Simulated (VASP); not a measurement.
# Aluminum: which input changes matter

Aim: change the input of a sound run on Aluminum piece by piece and see what each change does. All runs use LDA. The start is a cell from a database of measured crystal structures.

Calculated with VASP 6.6.1; LDA; plane waves and PAW (Al).

## Step 1: Starting point

It takes space group Fm-3m (No. 225, cubic). Conventional cell: a = 4.050 Å, b = 4.050 Å, c = 4.050 Å, α = 90.00°, β = 90.00°, γ = 90.00°. Al has 12 Al at 2.86 Å nearest.

Structure file:

```xyz
1
Lattice="0.0000 2.0248 2.0248 2.0248 0.0000 2.0248 2.0248 2.0248 0.0000" Properties=species:S:1:pos:R:3 pbc="T T T"
Al    0.0000    0.0000    0.0000
```

## Step 2: Reference run

A single point gives energy, forces and stress at these settings. LDA, the lowest rung, knows the local density alone.

File INCAR:

```
SYSTEM = Al
PREC = Accurate
ENCUT = 400
EDIFF = 1E-06
NELM = 100
ISMEAR = -1
SIGMA = 0.05
LREAL = .FALSE.
ALGO = Normal
GGA = CA
NBANDS = 7
LORBIT = 11
LWAVE = .FALSE.
LCHARG = .FALSE.
KPAR = 2
ISIF = 2
```

File POSCAR:

```
Al
1.0
    0.0000000000      2.0248050000      2.0248050000
    2.0248050000      0.0000000000      2.0248050000
    2.0248050000      2.0248050000      0.0000000000
Al
1
Direct
    0.0000000000      0.0000000000      0.0000000000
```

File KPOINTS:

```
Automatic mesh
0
Gamma
11 11 11
0 0 0
```

PAW data sets: Al (LDA family, release 64).

On the command line:

```
$ mpirun -np 2 vasp_std
```

The log of the run:

```text
[banner, memory and clock lines left out]
running    2 mpi-ranks, on    1 nodes
 distrk:  each k-point on    1 cores,    2 groups
 distr:  one band on    1 cores,    1 groups

 POSCAR found type information on POSCAR Al
 POSCAR found :  1 types and       1 ions
 LDA part: xc-table for (Slater(with rela. corr.)+CA(PZ))
 , standard interpolation
 POSCAR, INCAR and KPOINTS ok, starting setup
 FFT: planning ... GRIDC
 FFT: planning ... GRID_SOFT
 FFT: planning ... GRID
 WAVECAR not read
 entering main loop
       N       E                     dE             d eps       ncg     rms          rms(c)
DAV:   1    -0.336741721534E+01   -0.33674E+01   -0.75926E+02   896   0.181E+02
DAV:   2    -0.421681764647E+01   -0.84940E+00   -0.84420E+00  1127   0.174E+01
DAV:   3    -0.422099416358E+01   -0.41765E-02   -0.41764E-02  1057   0.123E+00
DAV:   4    -0.422099746008E+01   -0.32965E-05   -0.32956E-05  1169   0.332E-02
DAV:   5    -0.422099746379E+01   -0.37041E-08   -0.44153E-08  1134   0.908E-04    0.135E+00
DAV:   6    -0.420357110888E+01    0.17426E-01   -0.26989E-03  1050   0.233E-01    0.760E-01
DAV:   7    -0.419234208729E+01    0.11229E-01   -0.67276E-03  1001   0.362E-01    0.158E-01
DAV:   8    -0.419231854442E+01    0.23543E-04   -0.21229E-05  1169   0.335E-02    0.137E-02
DAV:   9    -0.419231837882E+01    0.16560E-06   -0.13379E-07  1071   0.183E-03
   1 F= -.41923184E+01 E0= -.41903031E+01  d E =-.403052E-02
```

The job ended after 2 s (2 MPI ranks of AMD EPYC 9R14 (Zen 4), shared host; peak memory 0.16 GiB; 2.7 s of CPU time).

Lines that name or quote the potential files are left out of all logs, and their timing lines are given in words.

From OUTCAR (step 2):

```text
ion  position               nearest neighbor table
   1  0.000  0.000  0.000-

  LATTYP: Found a face centered cubic cell.
 ALAT       =     4.0496100000

 Subroutine GETGRP returns: Found 48 space group operations
 (whereof 48 operations were pure point group operations)

The static configuration has the point symmetry O_h .

 Found     56 irreducible k-points:

   k-points           NKPTS =     56   k-points in BZ     NKDIM =     56   number of bands    NBANDS=      7

   dimension x,y,z NGX =    20 NGY =   20 NGZ =   20
   dimension x,y,z NGXF=    40 NGYF=   40 NGZF=   40

   ENCUT  =  400.0 eV  29.40 Ry    5.42 a.u.   4.67  4.67  4.67*2*pi/ulx,y,z

   NELECT =       3.0000    total number of electrons

 k-points in reciprocal lattice and weights: Automatic mesh
   0.00000000  0.00000000  0.00000000       0.001
   0.09090909  0.00000000  0.00000000       0.006
   0.18181818  0.00000000  0.00000000       0.006
   0.27272727  0.00000000  0.00000000       0.006
   0.36363636  0.00000000  0.00000000       0.006
   0.45454545  0.00000000  0.00000000       0.006
   0.09090909  0.09090909  0.00000000       0.005
   0.18181818  0.09090909  0.00000000       0.018
   0.27272727  0.09090909  0.00000000       0.018
[...]
-0.36363636  0.45454545  0.18181818       0.018
  -0.27272727  0.45454545  0.18181818       0.018

 average (electrostatic) potential at core
       1 -70.9652

 E-fermi :   7.7422

 k-point     1 :       0.0000    0.0000    0.0000
  band No.  band energies     occupation
      1      -3.3303      2.00000
      2      20.2658      0.00000
      3      20.2658      0.00000
      4      20.2658      0.00000
      5      21.5370      0.00000
      6      21.5370      0.00000
    ...

 k-point     2 :       0.0909    0.0000    0.0000
  band No.  band energies     occupation
      1      -3.1072      2.00000
      2      17.3385      0.00000
      3      19.5795      0.00000
      4      19.5795      0.00000
      5      22.3278      0.00000
      6      22.5498      0.00000
    ...

 k-point     3 :       0.1818    0.0000    0.0000
  band No.  band energies     occupation
      1      -2.4401      2.00000
      2      13.7187      0.00000
      3      18.8363      0.00000
      4      18.8363      0.00000
      5      22.1494      0.00000
      6      23.3747      0.00000
    ...

  Total       -0.3756885     -0.3756885     -0.3756885      0.0000000     -0.0000000      0.0000000
  in kB      -36.2542450    -36.2542450    -36.2542450      0.0000000     -0.0000000      0.0000000
  external PRESSURE =     -36.2542450 kB  Pullay stress =       0.0000000 kB

  energy-cutoff  :      400.00
  volume of cell :       16.60
      direct lattice vectors                 reciprocal lattice vectors
     0.000000000  2.024805000  2.024805000    -0.246937359  0.246937359  0.246937359
     2.024805000  0.000000000  2.024805000     0.246937359 -0.246937359  0.246937359
     2.024805000  2.024805000  0.000000000     0.246937359  0.246937359 -0.246937359

 POSITION                                       TOTAL-FORCE (eV/Angst)
 -----------------------------------------------------------------------------------
      0.00000      0.00000      0.00000         0.000000      0.000000      0.000000
 -----------------------------------------------------------------------------------
    total drift:                               -0.000000     -0.000000     -0.000000

  FREE ENERGIE OF THE ION-ELECTRON SYSTEM (eV)
  ---------------------------------------------------
  free  energy   TOTEN  =        -4.1923183788 eV

  energy  without entropy=       -4.1882878624  energy(sigma->0) =       -4.19030312

 total charge
# of ion       s       p       d       tot
------------------------------------------
    1        0.444   0.342   0.000   0.786

[... 3 further parts left out ...]
```

This run has no spin polarisation. Its electron count is odd, so without a moment it is a metal by construction. The k-mesh is coarse for a metal. At this level the cell is under a tension of 3.6 GPa, so at these settings it is away from equilibrium.

This step gave:

```
SCF cycles                             : 9
electrons                              : 3
bands                                  : 7
irreducible k-points                   : 56
symmetry operations                    : 48
free energy (TOTEN)                    : -4.192 eV
energy at zero smearing                : -4.190 eV
Fermi energy                           : 7.742 eV
pressure                               : -3.625 GPa
metallic, judged on the points sampled : yes
```

The pressure is -3.63 GPa and the largest force 0.000 eV/Å, so the cell is not at a minimum at these settings.

## Step 3: Total energy, forces and stress (LDA) with a changed input

A single point gives energy, forces and stress at these settings. Some settings are moved from the usual, to see what they do.

INCAR: that of step 2 with these lines changed.

```diff
@@ -16 +16,2 @@
 ISIF = 2
+ISYM = 1
```

POSCAR is that of step 2.

KPOINTS is that of step 2.

On the command line:

```
$ mpirun -np 2 vasp_std
```

The log of the run:

```text
[... set-up lines as in an earlier step ...]
 entering main loop
       N       E                     dE             d eps       ncg     rms          rms(c)
[... 9 cycles as in an earlier step ...]
   1 F= -.41923184E+01 E0= -.41903031E+01  d E =-.403052E-02
```

Elapsed: 2.2 s, on 2 MPI ranks; peak memory 0.16 GiB; 2.8 s of CPU time.

From OUTCAR (step 3):

```text
The static configuration has the point symmetry O_h .

 Found     56 irreducible k-points:

   NELECT =       3.0000    total number of electrons

 E-fermi :   7.7422

  Total       -0.3756885     -0.3756885     -0.3756885     -0.0000000      0.0000000     -0.0000000
  in kB      -36.2542450    -36.2542450    -36.2542450     -0.0000000      0.0000000     -0.0000000
  external PRESSURE =     -36.2542450 kB  Pullay stress =       0.0000000 kB

[... 19 parts as in an earlier step ...]
```

Energy and pressure equal those of the reference run, within 0.01 meV an atom and 0.01 GPa.

The run ends at a pressure of -3.63 GPa.

## Step 4: Self-consistent run (LDA) with a changed input

This run is made with a changed input; what comes of it follows.

INCAR: that of step 3 with these lines changed.

```diff
@@ -3,4 +3,4 @@
 ENCUT = 400
-EDIFF = 1E-06
-NELM = 100
+EDIFF = 1E-13
+NELM = 66
 ISMEAR = -1
@@ -16,2 +16 @@
 ISIF = 2
-ISYM = 1
```

POSCAR is that of step 3.

KPOINTS is that of step 3.

On the command line:

```
$ mpirun -np 2 vasp_std
```

The log of the run:

```text
[... set-up lines as in an earlier step ...]
 entering main loop
       N       E                     dE             d eps       ncg     rms          rms(c)
[... 8 cycles as in an earlier step ...]
DAV:   9    -0.419231837896E+01    0.16546E-06   -0.13386E-07  1085   0.183E-03    0.812E-04
DAV:  10    -0.419231836359E+01    0.15373E-07   -0.42201E-09  1225   0.426E-04    0.166E-04
DAV:  11    -0.419231836395E+01   -0.36435E-09   -0.97931E-11  1092   0.628E-05    0.533E-05
DAV:  12    -0.419231836442E+01   -0.46623E-09   -0.22978E-11  1127   0.323E-05    0.407E-06
DAV:  13    -0.419231836495E+01   -0.53011E-09    0.74572E-14  1078   0.327E-06    0.520E-07
DAV:  14    -0.419231836415E+01    0.79547E-09    0.39514E-13   735   0.416E-07    0.590E-07
DAV:  15    -0.419231836361E+01    0.54149E-09    0.26048E-13   637   0.842E-08    0.423E-08
DAV:  16    -0.419231836398E+01   -0.36628E-09    0.36482E-13   630   0.233E-08    0.378E-08
DAV:  17    -0.419231836375E+01    0.22348E-09    0.84183E-14   567   0.995E-09    0.101E-09
DAV:  18    -0.419231836375E+01    0.82991E-11    0.32887E-13   581   0.310E-09    0.116E-09
DAV:  19    -0.419231836375E+01   -0.66791E-12    0.21462E-13   504   0.187E-09
   1 F= -.41923184E+01 E0= -.41903031E+01  d E =-.403052E-02
```

Run time: 3.2 s. Hardware: 2 MPI ranks; peak memory 0.17 GiB.

Parts of OUTCAR (step 4):

```text
The static configuration has the point symmetry O_h .

 Found     56 irreducible k-points:

   NELECT =       3.0000    total number of electrons

 E-fermi :   7.7421

 k-point     1 :       0.0000    0.0000    0.0000
  band No.  band energies     occupation
      1      -3.3304      2.00000
      2      20.2658      0.00000
      3      20.2658      0.00000
      4      20.2658      0.00000
      5      21.5369      0.00000
      6      21.5369      0.00000
    ...

 k-point     2 :       0.0909    0.0000    0.0000
  band No.  band energies     occupation
      1      -3.1073      2.00000
      2      17.3385      0.00000
      3      19.5795      0.00000
      4      19.5795      0.00000
      5      22.3278      0.00000
      6      22.5497      0.00000
    ...

  Total       -0.3757006     -0.3757006     -0.3757006      0.0000000      0.0000000      0.0000000
  in kB      -36.2554160    -36.2554160    -36.2554160      0.0000000      0.0000000      0.0000000
  external PRESSURE =     -36.2554160 kB  Pullay stress =       0.0000000 kB

  FREE ENERGIE OF THE ION-ELECTRON SYSTEM (eV)
  ---------------------------------------------------
  free  energy   TOTEN  =        -4.1923183637 eV

  energy  without entropy=       -4.1882878441  energy(sigma->0) =       -4.19030310

[... 10 parts as in an earlier step ...]

[... 5 further parts left out ...]
```

The run converged, and its energy and pressure stay near those of the sound run.

Energy and pressure equal those of the sound run on this cell, within 0.05 meV an atom and 0.01 GPa.

Settings moved from the usual: NELM = 66 and EDIFF = 1e-13.

An EDIFF this small lies at or under the numerical noise of the energy, so it buys cycles and no accuracy.

## Step 5: Self-consistent run (LDA) with a changed input, try 2

A single point gives energy, forces and stress at these settings. Some settings are moved from the usual, to see what they do.

File INCAR:

```
SYSTEM = Al
PREC = Accurate
ENCUT = 400
EDIFF = 1E-06
NELM = 100
ISMEAR = 2
SIGMA = 0.1
LREAL = .FALSE.
ALGO = VeryFast
GGA = CA
NBANDS = 7
LORBIT = 11
LWAVE = .FALSE.
LCHARG = .FALSE.
KPAR = 2
ISIF = 2
AMIX = 0.2
BMIX = 1E-04
AMIX_MAG = 0.8
BMIX_MAG = 1E-04
```

POSCAR is that of step 4.

KPOINTS is that of step 4.

On the command line:

```
$ mpirun -np 2 vasp_std
```

The log of the run:

```text
[... set-up lines as in an earlier step ...]
 entering main loop
       N       E                     dE             d eps       ncg     rms          rms(c)
RMM:   1    -0.476954621413E+00   -0.47695E+00   -0.22054E+02   392   0.121E+02
RMM:   2    -0.377731743092E+01   -0.33004E+01   -0.23787E+01   392   0.290E+01
RMM:   3    -0.415890194978E+01   -0.38158E+00   -0.23354E+00   392   0.780E+00
RMM:   4    -0.421348782342E+01   -0.54586E-01   -0.26906E-01   392   0.290E+00
RMM:   5    -0.421765866384E+01   -0.41708E-02   -0.37907E-02   392   0.106E+00
RMM:   6    -0.421828718758E+01   -0.62852E-03   -0.60509E-03   392   0.398E-01
RMM:   7    -0.421839767186E+01   -0.11048E-03   -0.10835E-03   392   0.170E-01
RMM:   8    -0.421841849525E+01   -0.20823E-04   -0.20574E-04   392   0.678E-02
RMM:   9    -0.421842245642E+01   -0.39612E-05   -0.39149E-05   982   0.311E-02
RMM:  10    -0.421842344476E+01   -0.98835E-06   -0.98499E-06   916   0.144E-02
RMM:  11    -0.421842358757E+01   -0.14281E-06   -0.14065E-06   885   0.592E-03
RMM:  12    -0.421842362180E+01   -0.34232E-07   -0.34433E-07   836   0.288E-03    0.135E+00
RMM:  13    -0.420750899703E+01    0.10915E-01   -0.59902E-04   919   0.129E-01    0.105E+00
RMM:  14    -0.418973788780E+01    0.17771E-01   -0.84893E-03  1235   0.470E-01    0.121E-01
RMM:  15    -0.418971510719E+01    0.22781E-04   -0.87127E-05   920   0.680E-02    0.821E-02
RMM:  16    -0.418970663985E+01    0.84673E-05   -0.19068E-05   930   0.312E-02    0.136E-02
RMM:  17    -0.418970547129E+01    0.11686E-05   -0.26610E-06   938   0.949E-03    0.237E-02
RMM:  18    -0.418970552033E+01   -0.49032E-07   -0.39631E-07   641   0.474E-03
   1 F= -.41897055E+01 E0= -.41894102E+01  d E =-.118129E-02
```

It took 2.8 s on 2 MPI ranks; peak memory 0.17 GiB.

OUTCAR, selected parts (step 5):

```text
   NELECT =       3.0000    total number of electrons

 E-fermi :   7.7479

 k-point     1 :       0.0000    0.0000    0.0000
  band No.  band energies     occupation
      1      -3.3304      2.00000
      2      20.2657      0.00000
      3      20.2657      0.00000
      4      20.2657      0.00000
      5      21.5369      0.00000
      6      21.5369      0.00000
    ...

  Total       -0.3769508     -0.3769508     -0.3769508      0.0000000      0.0000000     -0.0000000
  in kB      -36.3760618    -36.3760618    -36.3760618      0.0000000      0.0000000     -0.0000000
  external PRESSURE =     -36.3760618 kB  Pullay stress =       0.0000000 kB

 POSITION                                       TOTAL-FORCE (eV/Angst)
 -----------------------------------------------------------------------------------
      0.00000      0.00000      0.00000        -0.000000      0.000000      0.000000
 -----------------------------------------------------------------------------------
    total drift:                               -0.000000     -0.000000     -0.000000

  FREE ENERGIE OF THE ION-ELECTRON SYSTEM (eV)
  ---------------------------------------------------
  free  energy   TOTEN  =        -4.1897055203 eV

  energy  without entropy=       -4.1885242268  energy(sigma->0) =       -4.18941020

[... 11 parts as in an earlier step ...]

[... 6 further parts left out ...]
```

AMIX, BMIX, AMIX_MAG, BMIX_MAG and ALGO act on the way to self-consistency or on speed; a fully converged result doesn't depend on them, though slow mixing can meet EDIFF with the stress still off.

Numbers from this step:

```yaml
scf_cycles: 18
free_energy_toten: -4.190 eV
energy_at_zero_smearing: -4.189 eV
fermi_energy: 7.748 eV
pressure: -3.638 GPa
```

Against the reference run the energy at zero smearing moves by +0.89 meV an atom and the pressure by -0.01 GPa.

## Step 6: Relaxing cell and atoms (LDA) with a changed input

The start need not lie at this functional's minimum. ISIF = 5 frees the shape alone, and a positive EDIFFG stops the search on the change of energy, not on forces. Some settings are moved from the usual, to see what they do.

File INCAR:

```
SYSTEM = Al
PREC = Accurate
ENCUT = 400
EDIFF = 1E-06
NELM = 100
ISMEAR = -1
SIGMA = 0.05
LREAL = .FALSE.
ALGO = Normal
GGA = CA
NBANDS = 7
LORBIT = 11
LWAVE = .FALSE.
LCHARG = .FALSE.
KPAR = 2
IBRION = 2
NSW = 60
ISIF = 5
EDIFFG = 0.001
KSPACING = 0.2
```

POSCAR is that of step 5.

On the command line:

```
$ mpirun -np 2 vasp_std
```

The log of the run:

```text
[banner, memory and clock lines left out]
running    2 mpi-ranks, on    1 nodes
 distrk:  each k-point on    1 cores,    2 groups
 distr:  one band on    1 cores,    1 groups

 POSCAR found type information on POSCAR Al
 POSCAR found :  1 types and       1 ions
 LDA part: xc-table for (Slater(with rela. corr.)+CA(PZ))
 , standard interpolation
 INCAR ok, starting setup
 POSCAR ok, starting setup
 FFT: planning ... GRIDC
 FFT: planning ... GRID_SOFT
 FFT: planning ... GRID
 WAVECAR not read
 entering main loop
       N       E                     dE             d eps       ncg     rms          rms(c)
DAV:   1    -0.302463711326E+01   -0.30246E+01   -0.76521E+02  1610   0.179E+02
DAV:   2    -0.419794472571E+01   -0.11733E+01   -0.11463E+01  1995   0.188E+01
DAV:   3    -0.420498297506E+01   -0.70382E-02   -0.70294E-02  1939   0.153E+00
DAV:   4    -0.420499219782E+01   -0.92228E-05   -0.92228E-05  2233   0.479E-02
DAV:   5    -0.420499219983E+01   -0.20103E-08   -0.28035E-08  1953   0.683E-04    0.136E+00
DAV:   6    -0.418724682755E+01    0.17745E-01   -0.27787E-03  1946   0.236E-01    0.763E-01
DAV:   7    -0.417583499183E+01    0.11412E-01   -0.68941E-03  1792   0.366E-01    0.158E-01
DAV:   8    -0.417581088483E+01    0.24107E-04   -0.22340E-05  2212   0.349E-02    0.158E-02
DAV:   9    -0.417581068048E+01    0.20434E-06   -0.14563E-07  1960   0.187E-03
   1 F= -.41758107E+01 E0= -.41735715E+01  d E =-.417581E+01
 curvature:   0.00 expect dE= 0.000E+00 dE for cont linesearch  0.000E+00
 trial: gam= 0.00000 g(F)=  0.000E+00 g(S)=  0.537E-32 ort = 0.000E+00 (trialstep = 0.100E+01)
 search vector abs. value=  0.100E-09
 reached required accuracy - stopping structural energy minimisation
```

Wall time 3 s (2 MPI ranks); peak memory 0.17 GiB.

From OUTCAR (step 6):

```text
   k-points           NKPTS =    104   k-points in BZ     NKDIM =    104   number of bands    NBANDS=      7

   NELECT =       3.0000    total number of electrons

 E-fermi :   7.7006

 k-point     1 :       0.0000    0.0000    0.0000
  band No.  band energies     occupation
      1      -3.3308      2.00000
      2      20.2651      0.00000
      3      20.2651      0.00000
      4      20.2651      0.00000
      5      21.5355      0.00000
      6      21.5355      0.00000
    ...

  Total       -0.3989501     -0.3989501     -0.3989501      0.0000000      0.0000000      0.0000000
  in kB      -38.4990124    -38.4990124    -38.4990124      0.0000000      0.0000000      0.0000000
  external PRESSURE =     -38.4990124 kB  Pullay stress =       0.0000000 kB

 POSITION                                       TOTAL-FORCE (eV/Angst)
 -----------------------------------------------------------------------------------
      0.00000      0.00000      0.00000         0.000000     -0.000000      0.000000
 -----------------------------------------------------------------------------------
    total drift:                               -0.000000     -0.000000     -0.000000

  FREE ENERGIE OF THE ION-ELECTRON SYSTEM (eV)
  ---------------------------------------------------
  free  energy   TOTEN  =        -4.1758106805 eV

  energy  without entropy=       -4.1713323818  energy(sigma->0) =       -4.17357153

 reached required accuracy - stopping structural energy minimisation

[... 6 parts as in an earlier step ...]

[... 10 further parts left out ...]
```

CONTCAR:

```
Al
   1.00000000000000
     0.0000000000000000    2.0248050000000002    2.0248050000000002
     2.0248050000000002    0.0000000000000000    2.0248050000000002
     2.0248050000000002    2.0248050000000002    0.0000000000000000
  Al
     1
Direct
     0.0000000000000000    0.0000000000000000    0.0000000000000000
```

The run keeps the 48 symmetry operations of its start, so it cannot find a distortion of lower symmetry.

Little changed from the start: no atom moved by 0.005 Å and no cell edge by 0.1 %.

Numbers from this step:

| Property | Result |
| --- | --- |
| irreducible k-points | 104 |
| free energy (TOTEN) | -4.176 eV |
| energy at zero smearing | -4.174 eV |
| Fermi energy | 7.701 eV |
| pressure | -3.850 GPa |
| SCF cycles over all ionic steps | 9 |

It ends with forces that vanish by symmetry.

(Part 1 of 2 ends here.)

[Lines on the potential files, build, host, timing and source positions are cut from VASP's logs without a mark.]

[Logs are printed without paths, hosts, clocks, repeated set-up lines and the standing remarks that a program may print on its own settings, such as how far it seeks lower states.]

[Hosts, paths, dates, database ids (printed as entryN), source tags and the programs' standing remarks are cut or masked in the printed files.]

[A measured line is paired with the nearest computed mode of its activity, which favours agreement.]

[In band tables of VASP the shares of atoms and orbitals are scaled to a sum of 1 inside the atoms' spheres.]
